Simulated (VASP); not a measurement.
# Nb2SnSe (P4/mmm) in VASP: further runs

One crystal, Nb2SnSe, is run at these levels: PBE; tasks: relaxation of cell and atoms.

Program: VASP 6.6.1. These are calculated values, not measurements. Logs are shortened: lines on timing, memory, paths and dates and some standing lists are left out, and cuts for length are marked.

### 1 The structure

It takes space group P4/mmm (No. 123, tetragonal). Conventional cell: a = 3.228 Å, b = 3.228 Å, c = 7.073 Å, α = 90.00°, β = 90.00°, γ = 90.00°. Nb (site symmetry 4mm) is surrounded by 4 Se at 2.79 Å and 4 Sn at 2.99 Å. Sn (site symmetry 4/mmm) is surrounded by 8 Nb at 2.99 Å and 4 Sn at 3.23 Å. Around Se (site symmetry 4/mmm) lie 8 Nb at 2.79 Å.

The cell was built by a generator and needn't be a form met in nature.

### 2 Relaxation of cell and atoms, PBE

INCAR

```
SYSTEM = Nb2SnSe
PREC     = Accurate       ! precision mode
ENCUT    = 520            ! plane-wave cutoff, eV
EDIFF    = 1E-6           ! SCF threshold, eV
ISMEAR   = 0              ! smearing method
SIGMA    = 0.1            ! smearing width, eV
LREAL    = .False.        ! projectors in reciprocal space
LASPH    = .True.         ! aspherical terms in the spheres
NELM     = 120            ! most SCF steps
ALGO     = Normal         ! electronic algorithm
ISIF     = 3              ! what is computed and relaxed
LWAVE    = .False.        ! write WAVECAR
LCHARG   = .False.        ! write CHGCAR
GGA      = PE             ! functional
IBRION   = 2              ! ionic algorithm
NSW      = 90             ! ionic steps
EDIFFG   = -0.01          ! ionic threshold
KPAR     = 4
```

KPOINTS

```
Automatic mesh
0
Gamma
  10 10 6
  0 0 0
```

POSCAR

```
Nb2SnSe
1.0
    3.2280000000      0.0000000000      0.0000000000
    0.0000000000      3.2280000000      0.0000000000
    0.0000000000      0.0000000000      7.0730000000
Nb Sn Se
2 1 1
Direct
    0.0000000000      0.0000000000      0.7278382600
    0.0000000000      0.0000000000      0.2721617400
    0.5000000000      0.5000000000      0.0000000000
    0.5000000000      0.5000000000      0.5000000000
```

Potentials or basis: VASP PAW PBE potentials, release 64 (Nb_sv, Sn_d, Se).

Started as:

```
> cat potpaw_PBE.64/Nb_sv/POTCAR potpaw_PBE.64/Sn_d/POTCAR potpaw_PBE.64/Se/POTCAR > POTCAR
> mpirun -np 4 vasp_std > vasp.out
```

OUTCAR:

```text
SYSTEM = Nb2SnSe
   PREC = Accurate
   ENCUT = 520
   EDIFF = 1E-6
   ISMEAR = 0
   LREAL = .False.
   LASPH = .True.
   NELM = 120
   ISIF = 3
   GGA = PE
   IBRION = 2
   NSW = 90
   EDIFFG = -0.01

 ion  position               nearest neighbor table
   1  0.000  0.000  0.728-   4 2.79   4 2.79   4 2.79   4 2.79   3 2.99   3 2.99   3 2.99   3 2.99

   2  0.000  0.000  0.272-   4 2.79   4 2.79   4 2.79   4 2.79   3 2.99   3 2.99   3 2.99   3 2.99

   3  0.500  0.500  0.000-   1 2.99   2 2.99   1 2.99   2 2.99   1 2.99   2 2.99   1 2.99   2 2.99

   4  0.500  0.500  0.500-   1 2.79   2 2.79   1 2.79   2 2.79   1 2.79   2 2.79   1 2.79   2 2.79

  LATTYP: Found a simple tetragonal cell.
 ALAT       =     3.2280000000
 C/A-ratio  =     2.1911400248

  Lattice vectors:

 A1 = (   3.2280000000,   0.0000000000,   0.0000000000)
 A2 = (   0.0000000000,   3.2280000000,   0.0000000000)
 A3 = (   0.0000000000,   0.0000000000,   7.0730000000)

Analysis of symmetry for initial positions (statically):
=====================================================================
 Subroutine PRICEL returns:
 Original cell was already a primitive cell.

 Routine SETGRP: Setting up the symmetry group for a
 simple tetragonal supercell.

 Subroutine GETGRP returns: Found 16 space group operations
 (whereof 16 operations were pure point group operations)
 out of a pool of 16 trial point group operations.

The static configuration has the point symmetry D_4h.

Analysis of symmetry for dynamics (positions and initial velocities):
=====================================================================
 Subroutine PRICEL returns:
 Original cell was already a primitive cell.

 Routine SETGRP: Setting up the symmetry group for a
 simple tetragonal supercell.

 Subroutine GETGRP returns: Found 16 space group operations
 (whereof 16 operations were pure point group operations)
 out of a pool of 16 trial point group operations.

The dynamic configuration has the point symmetry D_4h.

 Subroutine INISYM returns: Found 16 space group operations
 (whereof 16 operations are pure point group operations),
 and found     1 'primitive' translations

----------------------------------------------------------------------------------------

                                     Primitive cell

  volume of cell :      73.7005

  direct lattice vectors                    reciprocal lattice vectors
     3.228000000  0.000000000  0.000000000     0.309789343  0.000000000  0.000000000
     0.000000000  3.228000000  0.000000000     0.000000000  0.309789343  0.000000000
     0.000000000  0.000000000  7.073000000     0.000000000  0.000000000  0.141382723

  length of vectors
     3.228000000  3.228000000  7.073000000     0.309789343  0.309789343  0.141382723

  position of ions in fractional coordinates (direct lattice)
     0.000000000  0.000000000  0.727838260
     0.000000000  0.000000000  0.272161740
     0.500000000  0.500000000  0.000000000
     0.500000000  0.500000000  0.500000000

  ion indices of the primitive-cell ions
   primitive index   ion index
                 1           1
                 2           2
                 3           3
                 4           4

----------------------------------------------------------------------------------------

 KPOINTS: Automatic mesh

Automatic generation of k-mesh.
 Grid dimensions read from file:
 generate k-points for:   10   10    6

 Generating k-lattice:

  Cartesian coordinates                     Fractional coordinates (reciprocal lattice)
     0.030978934  0.000000000  0.000000000     0.100000000  0.000000000  0.000000000
     0.000000000  0.030978934  0.000000000     0.000000000  0.100000000  0.000000000
     0.000000000  0.000000000  0.023563787     0.000000000  0.000000000  0.166666667

  Length of vectors
     0.030978934  0.030978934  0.023563787

  Shift w.r.t. Gamma in fractional coordinates (k-lattice)
     0.000000000  0.000000000  0.000000000

 Subroutine IBZKPT returns following result:
 ===========================================

 Found     84 irreducible k-points:

 Following reciprocal coordinates:
            Coordinates               Weight
  0.000000  0.000000  0.000000      1.000000
  0.100000  0.000000  0.000000      4.000000
  0.200000  0.000000  0.000000      4.000000
  0.300000  0.000000  0.000000      4.000000
  0.400000  0.000000  0.000000      4.000000
  0.500000  0.000000  0.000000      2.000000
[... 16 lines left out ...]
  0.100000  0.000000  0.166667      8.000000
  0.200000  0.000000  0.166667      8.000000
 [... further k-points ...]
   k-points           NKPTS =     84   k-points in BZ     NKDIM =     84   number of bands    NBANDS=     27
   number of dos      NEDOS =    301   number of ions     NIONS =      4
   total plane-waves  NPLWV =  31104
   dimension x,y,z NGX =    24 NGY =   24 NGZ =   54
   dimension x,y,z NGXF=    48 NGYF=   48 NGZF=  108
   ions per type =               2   1   1
   NGX,Y,Z   is equivalent  to a cutoff of  12.36, 12.36, 12.69 a.u.
   NGXF,Y,Z  is equivalent  to a cutoff of  24.72, 24.72, 25.38 a.u.
 SYSTEM =  Nb2SnSe
   PREC   = accura    normal or accurate (medium, high low for compatibility)
   ISTART =      0    job   : 0-new  1-cont  2-samecut
   ICHARG =      2    charge: 1-file 2-atom 10-const
   ISPIN  =      1    spin polarized calculation?
   LNONCOLLINEAR =      F non collinear calculations
   LSORBIT =      F    spin-orbit coupling
   LASPH  =      T    aspherical Exc in radial PAW
   ENCUT  =  520.0 eV  38.22 Ry    6.18 a.u.   6.00  6.00 13.15*2*pi/ulx,y,z
   NELM   =    120;   NELMIN=  2; NELMDL= -5     # of ELM steps
   EDIFF  = 0.1E-05   stopping-criterion for ELM
   LREAL  =      F    real-space projection
   EDIFFG = -.1E-01   stopping-criterion for IOM
   NSW    =     90    number of steps for IOM
   IBRION =      2    ionic relax: 0-MD 1-quasi-New 2-CG
   NFREE  =      1    steps in history (QN), initial steepest desc. (CG)
   ISIF   =      3    stress and relaxation
   ISYM   =      2    0-nonsym 1-usesym 2-fastsym
   POTIM  = 0.5000    time-step for ionic-motion
   TEBEG  =    0.0;   TEEND  =   0.0 temperature during run
   PSTRESS=    0.0 pullay stress
   NELECT =      46.0000    total number of electrons
   NUPDOWN=      -1.0000    fix difference up-down
   EMIN   =  10.00;   EMAX   =-10.00  energy-range for DOS
   EFERMI =   0.00;   METHOD = LEGACY
   ISMEAR =     0;   SIGMA  =   0.10  broadening in eV -4-tet -1-fermi 0-gaus
   EFERMI_NEDOS =   21; number of points for ismear=-14 and -15
   IALGO  =     38    algorithm
   IMIX   =      4    mixing-type and parameters
     AMIX     =   0.40;   BMIX     =  1.00
     AMIX_MAG =   1.60;   BMIX_MAG =  1.00
  volume/ion in A,a.u.               =      18.43       124.34
  Fermi-wavevector in a.u.,A,eV,Ry     =   1.399063  2.643845 26.631727  1.957377
  Thomas-Fermi vector in A             =   2.522159
   LORBIT       =      0    0 simple, 1 ext, 2 COOP (PROOUT), +10 PAW based schemes
   GGA     = PE    functional components
   LHFCALC =     F    Hartree Fock is set to
   AEXX    =    0.0000 exact exchange contribution
   IVDW    =     0    specifies the selected vdW correction
   LEPSILON=     F    determine dielectric tensor
   LRPA    =     F    only Hartree local field effects (RPA)
 conjugate gradient relaxation of ions
 non-spin polarized calculation
 Gauss-broadening in eV      SIGMA  =   0.10
  energy-cutoff  :      520.00
  volume of cell :       73.70
 maximum number of plane-waves:      2016
   NGX = 13   NGY = 13   NGZ = 27

--------------------------------------- Ionic step        1  -------------------------------------------

 number of electron      46.0000008 magnetization

 Free energy of the ion-electron system (eV)
  ---------------------------------------------------
  ext. energy  EPLUGINS =         0.00000000
  ---------------------------------------------------
  free energy    TOTEN  =       -28.28752750 eV

  energy without entropy =      -28.25824569  energy(sigma->0) =      -28.27288660

------------------------ aborting loop because EDIFF is reached ----------------------------------------

  FORCE on cell =-STRESS in cart. coord.  units (eV):
  Direction    XX          YY          ZZ          XY          YZ          ZX
  --------------------------------------------------------------------------------------
  -------------------------------------------------------------------------------------
  Total        0.5343833      0.5343833     -0.4690624      0.0000000     -0.0000000      0.0000000
  in kB       11.6169669     11.6169669    -10.1969544      0.0000000     -0.0000000      0.0000000
  external PRESSURE =       4.3456598 kB  Pullay stress =       0.0000000 kB
[... 95 lines left out ...]
  FREE ENERGIE OF THE ION-ELECTRON SYSTEM (eV)
  ---------------------------------------------------
  free  energy   TOTEN  =       -28.3050249691 eV

  energy  without entropy=      -28.2799450630  energy(sigma->0) =      -28.29248502

[... ionic steps 4 to 8 ...]

--------------------------------------- Ionic step        9  -------------------------------------------

 number of electron      46.0000002 magnetization

------------------------ aborting loop because EDIFF is reached ----------------------------------------

  FORCE on cell =-STRESS in cart. coord.  units (eV):
  Direction    XX          YY          ZZ          XY          YZ          ZX
  --------------------------------------------------------------------------------------
  -------------------------------------------------------------------------------------
  Total       -0.0289923     -0.0289923     -0.1689978      0.0000000      0.0000000      0.0000000
  in kB       -0.6256834     -0.6256834     -3.6471487      0.0000000      0.0000000      0.0000000
  external PRESSURE =      -1.6328385 kB  Pullay stress =       0.0000000 kB
[... 61 lines left out ...]
  energy  without entropy=      -28.2883962701  energy(sigma->0) =      -28.30014519

--------------------------------------- Ionic step       11  -------------------------------------------

 number of electron      46.0000004 magnetization

 Free energy of the ion-electron system (eV)
  ---------------------------------------------------
  ext. energy  EPLUGINS =         0.00000000
  ---------------------------------------------------
  free energy    TOTEN  =       -28.31239590 eV

  energy without entropy =      -28.28985213  energy(sigma->0) =      -28.30112402

 E-fermi :  11.0935     XC(G=0): -11.9899

 val. band max:       11.0916022511   @ k =   0.5000   0.0000   0.0000
 cond. band min:      11.0948458555   @ k =   0.5000   0.4000   0.5000
 fundamental gap:      0.0032436044
 Fermi energy:        11.0935352910

 k-point     1 :       0.0000    0.0000    0.0000
  band No.  band energies     occupation
      1     -44.2187      2.00000
      2     -44.1945      2.00000
      3     -20.4942      2.00000
      4     -20.2004      2.00000
      5     -20.1553      2.00000
      6     -20.1553      2.00000
[... 709 lines left out ...]
     26      12.4255      0.00000
     27      12.5165      0.00000

 [... further k-points ...]

------------------------ aborting loop because EDIFF is reached ----------------------------------------

  FORCE on cell =-STRESS in cart. coord.  units (eV):
  Direction    XX          YY          ZZ          XY          YZ          ZX
  --------------------------------------------------------------------------------------
  -------------------------------------------------------------------------------------
  Total        0.0176216      0.0176216     -0.0383858      0.0000000      0.0000000      0.0000000
  in kB        0.3802387      0.3802387     -0.8282862      0.0000000      0.0000000      0.0000000
  external PRESSURE =      -0.0226030 kB  Pullay stress =       0.0000000 kB
[... 19 lines left out ...]
  FREE ENERGIE OF THE ION-ELECTRON SYSTEM (eV)
  ---------------------------------------------------
  free  energy   TOTEN  =       -28.3123959044 eV

  energy  without entropy=      -28.2898521278  energy(sigma->0) =      -28.30112402

 reached required accuracy - stopping structural energy minimisation
```

Run time: 2.7 min. Hardware: 4 MPI ranks of Intel Xeon Platinum 8488C (Sapphire Rapids), shared host; peak memory 0.3 GiB.

Results:

```yaml
Free_energy: -28.3124 eV
Relaxed_volume: 18.56 Å³/atom
Relaxed_cell: a = 3.246 Å, b = 3.246 Å, c = 7.047 Å, α = 90.00°, β = 90.00°, γ = 90.00°
Space_group_after_relaxing_to_0.05_Å: P4/mmm (No. 123)
Energy_gained_by_relaxing: 6.2 meV/atom
Ionic_steps: 11
Pressure_after_relaxing: 0.0 GPa
Largest_force_after_relaxing: 0.007 eV/Å
Band_gap_on_the_k_mesh: none (metal or under the smearing width)
```

Forces on the atoms (eV/Å):
```
Nb   0.000  0.000  0.007
Nb   0.000  0.000 -0.007
Sn   0.000  0.000  0.000
Se   0.000  0.000  0.000
```

Step by step:
```
step  energy change (eV)  largest force (eV/Å)  pressure (GPa)  volume (Å³)
   1              0.0000                0.3077            0.43        73.70
   2             -0.0138                0.2253           -0.46        74.23
   3             -0.0175                0.1341           -1.23        74.72
   4             -0.0186                0.0209            0.88        73.70
   5             -0.0208                0.0516           -0.09        74.15
   6             -0.0222                0.0593            0.10        74.06
   7             -0.0231                0.0716            0.43        73.90
   8             -0.0238                0.0763           -0.02        74.16
   9             -0.0238                0.0773           -0.16        74.24
  10             -0.0244                0.0559           -0.13        74.24
  11             -0.0249                0.0071            0.00        74.25
```

Final structure:
```
Nb Sn Se
1.0
     3.24590    0.00000    0.00000
     0.00000    3.24590    0.00000
     0.00000    0.00000    7.04740
Nb Sn Se
2 1 1
Direct
  0.00000 0.00000 0.71885
  0.00000 0.00000 0.28115
  0.50000 0.50000 0.00000
  0.50000 0.50000 0.50000
```

### 3 Relaxation of cell and atoms, PBE

This run uses another cell than the first one, of 18.56 Å³/atom, 1.007 times its volume.

INCAR, as its differences from that of step 2:

```diff
@@ -3,3 +3,3 @@
 ENCUT    = 520            ! plane-wave cutoff, eV
-EDIFF    = 1E-6           ! SCF threshold, eV
+EDIFF    = 1E-7           ! SCF threshold, eV
 ISMEAR   = 0              ! smearing method
@@ -15,4 +15,5 @@
 IBRION   = 2              ! ionic algorithm
-NSW      = 90             ! ionic steps
-EDIFFG   = -0.01          ! ionic threshold
+NSW      = 60             ! ionic steps
+EDIFFG   = -0.005         ! ionic threshold
+POTIM    = 0.3            ! step
 KPAR     = 4
```

KPOINTS is that of step 2.

POSCAR

```
Nb2SnSe                                 
1.0
    3.2459046114      0.0000000000      0.0000000000
    0.0000000000      3.2459046114     -0.0000000000
    0.0000000000      0.0000000000      7.0474019851
  Nb              Sn              Se            
     2     1     1
Direct
     0.0000000000000000    0.0000000000000000    0.7188474464492797
     0.0000000000000000    1.0000000000000000    0.2811525535507204
     0.5000000000000000    0.5000000000000000    0.0000000000000000
     0.5000000000000000    0.5000000000000000    0.5000000000000000
```

Potentials or basis: VASP PAW PBE potentials, release 64 (Nb_sv, Sn_d, Se).

Started as:

```
> cat potpaw_PBE.64/Nb_sv/POTCAR potpaw_PBE.64/Sn_d/POTCAR potpaw_PBE.64/Se/POTCAR > POTCAR
> mpirun -np 4 vasp_std > vasp.out
```

It took 79 s on 4 MPI ranks of Intel Xeon Platinum 8488C (Sapphire Rapids), shared host; peak memory 0.3 GiB.

Results (log left out):

| Quantity | Value |
| --- | --- |
| Free energy | -28.3127 eV |
| Energy gained by relaxing | 0.0 meV/atom |
| Ionic steps | 5 |
| Pressure after relaxing | 0.0 GPa |
| Largest force after relaxing | 0.005 eV/Å |
| Band gap on the k mesh | none (metal or under the smearing width) |

Forces on the atoms (eV/Å):
```
Nb   0.000  0.000  0.005
Nb   0.000  0.000 -0.005
Sn   0.000  0.000  0.000
Se   0.000  0.000  0.000
```

Final structure:
```yaml
crystal:
  lattice:
    - [3.24761, 0.00000, 0.00000]
    - [0.00000, 3.24761, 0.00000]
    - [0.00000, 0.00000, 7.04038]
  atoms:
    - { symbol: Nb, position: [0.00000, 0.00000, 0.71898] }
    - { symbol: Nb, position: [0.00000, 0.00000, 0.28102] }
    - { symbol: Sn, position: [0.50000, 0.50000, 0.00000] }
    - { symbol: Se, position: [0.50000, 0.50000, 0.50000] }
```

Levels at points of the mesh, in eV from the Fermi level:
```tsv
k point	band 19	band 20	band 21	band 22	band 23	band 24	band 25	band 26	band 27
(0.00, 0.00, 0.00)	-2.73	-2.67	-1.99	-0.98	1.21	1.21	1.39	1.39	1.59
(0.50, 0.00, 0.00)	-3.05	-2.43	-2.43	-1.79	0.00	0.03	1.40	1.62	2.49
(0.50, 0.50, 0.00)	-3.39	-3.39	-2.19	-0.34	-0.34	1.66	1.69	2.62	3.03
(0.00, 0.00, 0.50)	-3.18	-2.69	-2.06	-1.16	0.34	0.34	1.37	1.58	1.86
(0.50, 0.00, 0.50)	-2.98	-2.97	-1.80	-1.59	-0.33	0.16	1.38	1.62	2.64
(0.50, 0.50, 0.50)	-3.69	-2.94	-2.17	-1.39	-0.02	0.80	0.80	1.53	1.53
```
